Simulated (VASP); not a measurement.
A convergence study with VASP on PbO$_{2}$ (rutile): one setting is varied, all else stays as given below, so the limit is that of these other settings.

```yaml
crystal:
  lattice:
    - [4.96000, 0.00000, 0.00000]
    - [0.00000, 4.96000, 0.00000]
    - [0.00000, 0.00000, 3.39000]
  atoms:
    - { symbol: Pb, position: [0.00000, 0.00000, 0.00000] }
    - { symbol: Pb, position: [0.50000, 0.50000, 0.50000] }
    - { symbol: O, position: [0.30700, 0.30700, 0.00000] }
    - { symbol: O, position: [0.80700, 0.19300, 0.50000] }
    - { symbol: O, position: [0.19300, 0.80700, 0.50000] }
    - { symbol: O, position: [0.69300, 0.69300, 0.00000] }
```

Calculation: PBE GGA, VASP's PBE PAW potentials (set 64) (plane waves; VASP 6.6.1). The tightest run used: 700 eV cut-off, 9×9×13 Γ-centred mesh, first-order Methfessel-Paxton smearing of 0.10 eV, potentials Pb_d O.

```csv
setting,E (eV/atom),pressure (GPa),largest force (eV/Å),irreducible k-points
1×1×1 mesh,-4.0167,43.43,1.523,1
1×1×2 mesh,-5.1710,22.14,0.538,2
2×2×3 mesh,-5.2914,10.47,0.125,6
3×3×4 mesh,-5.2924,9.20,0.081,9
4×4×5 mesh,-5.2910,8.91,0.053,18
4×4×6 mesh,-5.2908,8.84,0.049,24
```

Problem. These are the cheaper rows. Estimate the results at 9×9×13 mesh, and how far the last row shown lies from them.

Solution. 
| quantity | tightest run | last row shown is off by |
|---|---|---|
| E (eV/atom) | -5.2895 | -0.0013 |
| pressure (GPa) | 8.82 | 0.02 |
| largest force (eV/Å) | 0.043 | 0.006 |

Left out are rungs that failed or repeat a setting and relaxations that didn't move; long series are thinned to 24 rows.

The compound is PbO2 in the rutile structure. The cell was not relaxed at this level, forces remain on its atoms.
